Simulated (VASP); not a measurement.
Computed with LDA (Ceperley-Alder, Perdew-Zunger), VASP's LDA PAW potentials (set 64) (plane waves; VASP).

The input files of a VASP run:

**INCAR**
```
NSW = 30
LMAXMIX = 4
ISIF = 4   ! ions and shape, fixed volume
ISMEAR = 0   ! Gaussian
LASPH = .True.
IBRION = 2   ! conjugate gradients
PREC = Accurate
ENCUT = 520   ! plane-wave cut-off (eV)
EDIFF = 1E-7   ! SCF stop (eV)
NELM = 100   ! most electronic steps
ALGO = Normal   ! blocked Davidson
SYSTEM = MgI2
LWAVE = .False.
LCHARG = .False.
EDIFFG = -0.01
SIGMA = 0.05   ! width (eV)
LREAL = .False.
```

File POSCAR:
```
MgI2
1
    2.0573767382    -3.5634806344     0.0000000000
    2.0573767382     3.5634806344     0.0000000000
    0.0000000000     0.0000000000     6.7510442917
Mg I
1 2
Direct
  0.0000000000   0.0000000000   1.0000000000
  0.3333330000   0.6666670000   0.2474505819
  0.6666670000   0.3333330000   0.7525494181
```

**KPOINTS**
```
kpoints
0
G
6 6 4
0 0 0
```

POTCAR, in this order: Mg I (LDA.64 set). Program: vasp_std.

The resulting files:

**OSZICAR**
```
       N       E                     dE             d eps       ncg     rms          rms(c)
DAV:   1     0.776715133939E+02    0.77672E+02   -0.59137E+03   576   0.105E+03
DAV:   2    -0.318381741491E+01   -0.80855E+02   -0.74527E+02   824   0.156E+02
DAV:   3    -0.914570281511E+01   -0.59619E+01   -0.59358E+01   732   0.490E+01
DAV:   4    -0.925461617801E+01   -0.10891E+00   -0.10888E+00   752   0.818E+00
DAV:   5    -0.925678365731E+01   -0.21675E-02   -0.21674E-02   708   0.116E+00    0.424E+00
DAV:   6    -0.912382670340E+01    0.13296E+00   -0.13657E-01   620   0.200E+00    0.284E+00
DAV:   7    -0.908938963150E+01    0.34437E-01   -0.11947E-01   668   0.186E+00    0.567E-01
DAV:   8    -0.908656789784E+01    0.28217E-02   -0.10131E-02   644   0.602E-01    0.220E-01
DAV:   9    -0.908650613558E+01    0.61762E-04   -0.69615E-04   720   0.174E-01    0.957E-02
DAV:  10    -0.908649653412E+01    0.96015E-05   -0.32899E-05   680   0.446E-02    0.404E-02
DAV:  11    -0.908649531811E+01    0.12160E-05   -0.47983E-06   712   0.152E-02    0.283E-02
DAV:  12    -0.908649506615E+01    0.25196E-06   -0.52204E-07   688   0.498E-03    0.106E-02
DAV:  13    -0.908649504068E+01    0.25470E-07   -0.22415E-08   432   0.111E-03
   1 F= -.90864950E+01 E0= -.90864950E+01  d E =-.908650E+01
       N       E                     dE             d eps       ncg     rms          rms(c)
DAV:   1    -0.908782999968E+01   -0.13349E-02   -0.64681E-02   592   0.151E+00    0.114E-01
DAV:   2    -0.908805827756E+01   -0.22828E-03   -0.26374E-03   700   0.357E-01    0.398E-02
DAV:   3    -0.908805241637E+01    0.58612E-05   -0.29405E-05   680   0.493E-02    0.311E-02
DAV:   4    -0.908804950065E+01    0.29157E-05   -0.81498E-06   688   0.191E-02    0.147E-02
DAV:   5    -0.908804944959E+01    0.51068E-07   -0.14215E-06   664   0.760E-03    0.157E-03
DAV:   6    -0.908804943908E+01    0.10503E-07   -0.61668E-08   388   0.209E-03
   2 F= -.90880494E+01 E0= -.90880494E+01  d E =-.155440E-02
       N       E                     dE             d eps       ncg     rms          rms(c)
DAV:   1    -0.908865579477E+01   -0.60635E-03   -0.43374E-01   580   0.392E+00    0.291E-01
DAV:   2    -0.909018810986E+01   -0.15323E-02   -0.17684E-02   696   0.924E-01    0.106E-01
DAV:   3    -0.909015034276E+01    0.37767E-04   -0.19783E-04   664   0.128E-01    0.832E-02
DAV:   4    -0.909013036719E+01    0.19976E-04   -0.55006E-05   680   0.500E-02    0.392E-02
DAV:   5    -0.909013003494E+01    0.33225E-06   -0.10035E-05   664   0.201E-02    0.417E-03
DAV:   6    -0.909012998412E+01    0.50817E-07   -0.39610E-07   668   0.515E-03
   3 F= -.90901300E+01 E0= -.90901300E+01  d E =-.363494E-02
       N       E                     dE             d eps       ncg     rms          rms(c)
DAV:   1    -0.909012675389E+01    0.32811E-05   -0.24160E-02   580   0.924E-01    0.696E-02
DAV:   2    -0.909021273704E+01   -0.85983E-04   -0.99114E-04   696   0.218E-01    0.249E-02
DAV:   3    -0.909021058558E+01    0.21515E-05   -0.11132E-05   676   0.303E-02    0.195E-02
DAV:   4    -0.909020948927E+01    0.10963E-05   -0.31058E-06   664   0.118E-02    0.910E-03
DAV:   5    -0.909020947368E+01    0.15596E-07   -0.54616E-07   652   0.472E-03
   4 F= -.90902095E+01 E0= -.90902095E+01  d E =-.371443E-02
       N       E                     dE             d eps       ncg     rms          rms(c)
DAV:   1    -0.909188215548E+01   -0.16727E-02   -0.71241E-02   580   0.147E+00    0.166E-01
DAV:   2    -0.909121456540E+01    0.66759E-03   -0.20183E-03   652   0.336E-01    0.758E-02
DAV:   3    -0.909086897778E+01    0.34559E-03   -0.37111E-04   692   0.123E-01    0.377E-02
DAV:   4    -0.909080607455E+01    0.62903E-04   -0.19210E-04   696   0.826E-02    0.830E-03
DAV:   5    -0.909080700398E+01   -0.92944E-06   -0.13760E-05   636   0.235E-02    0.769E-03
DAV:   6    -0.909080690264E+01    0.10134E-06   -0.42210E-07   672   0.474E-03    0.496E-03
DAV:   7    -0.909080688980E+01    0.12837E-07   -0.22964E-07   580   0.351E-03
   5 F= -.90908069E+01 E0= -.90908069E+01  d E =-.597416E-03
       N       E                     dE             d eps       ncg     rms          rms(c)
DAV:   1    -0.909487408684E+01   -0.40672E-02   -0.25034E-01   588   0.276E+00    0.312E-01
DAV:   2    -0.909250416858E+01    0.23699E-02   -0.70901E-03   652   0.629E-01    0.142E-01
DAV:   3    -0.909128182965E+01    0.12223E-02   -0.12979E-03   696   0.229E-01    0.710E-02
DAV:   4    -0.909105158872E+01    0.23024E-03   -0.69540E-04   708   0.157E-01    0.159E-02
DAV:   5    -0.909105511823E+01   -0.35295E-05   -0.50204E-05   632   0.449E-02    0.147E-02
DAV:   6    -0.909105474875E+01    0.36948E-06   -0.15106E-06   688   0.897E-03    0.956E-03
DAV:   7    -0.909105469955E+01    0.49198E-07   -0.86545E-07   600   0.670E-03
   6 F= -.90910547E+01 E0= -.90910547E+01  d E =-.845226E-03
       N       E                     dE             d eps       ncg     rms          rms(c)
DAV:   1    -0.909139812492E+01   -0.34338E-03   -0.19356E-02   588   0.767E-01    0.859E-02
DAV:   2    -0.909121663300E+01    0.18149E-03   -0.55179E-04   648   0.176E-01    0.394E-02
DAV:   3    -0.909112245454E+01    0.94178E-04   -0.10221E-04   692   0.644E-02    0.197E-02
DAV:   4    -0.909110545405E+01    0.17000E-04   -0.52169E-05   704   0.431E-02    0.428E-03
DAV:   5    -0.909110569338E+01   -0.23933E-06   -0.37124E-06   636   0.122E-02    0.404E-03
DAV:   6    -0.909110566345E+01    0.29935E-07   -0.10488E-07   420   0.246E-03
   7 F= -.90911057E+01 E0= -.90911057E+01  d E =-.896190E-03
```

### OUTCAR
```
------------------------ aborting loop because EDIFF is reached ----------------------------------------
  FORCE on cell =-STRESS in cart. coord.  units (eV):
  Direction    XX          YY          ZZ          XY          YZ          ZX
  --------------------------------------------------------------------------------------
  Total       -0.2793174     -0.2793173     -0.2828826      0.0000000      0.0000000      0.0000000
  in kB       -4.5208418     -4.5208410     -4.5785464      0.0000000      0.0000000      0.0000000
  external PRESSURE =      -4.5400764 kB  Pullay stress =       0.0000000 kB
  volume of cell :       98.99
      direct lattice vectors                 reciprocal lattice vectors
     2.046603156 -3.544820306 -0.000000000     0.244307255 -0.141050873 -0.000000000
     2.046603156  3.544820306  0.000000000     0.244307255  0.141050873  0.000000000
    -0.000000000 -0.000000000  6.822307985     0.000000000 -0.000000000  0.146577962
 POSITION                                       TOTAL-FORCE (eV/Angst)
 -----------------------------------------------------------------------------------
      0.00000     -0.00000     -0.00000        -0.000000      0.000000      0.000000
      2.04660      1.18161      1.65511         0.000000      0.000000      0.000194
      2.04660     -1.18161      5.16720         0.000000     -0.000000     -0.000194
 -----------------------------------------------------------------------------------
    total drift:                               -0.000000     -0.000000      0.000000
  FREE ENERGIE OF THE ION-ELECTRON SYSTEM (eV)
  ---------------------------------------------------
  free  energy   TOTEN  =        -9.0911056634 eV

  energy  without entropy=       -9.0911056634  energy(sigma->0) =       -9.09110566

 reached required accuracy - stopping structural energy minimisation
```
(Selected blocks of OUTCAR.)

CONTCAR:
```
MgI2
   1.00000000000000
     2.0466031556482513   -3.5448203055014127   -0.0000000000000000
     2.0466031556482513    3.5448203055014127    0.0000000000000000
    -0.0000000000000000   -0.0000000000000000    6.8223079851611903
  Mg              I
     1     2
Direct
     0.0000000000000000    0.0000000000000000    0.0000000000000000
     0.3333330000000032    0.6666669999999968    0.2426023297568631
     0.6666669999999968    0.3333330000000032    0.7573976702431368
```

The compound is MgI2 in the 1T layered structure. This cell is one point of a volume scan, at 1.03 of the reference volume. Symmetry was kept, so distortions that lower it aren't found.
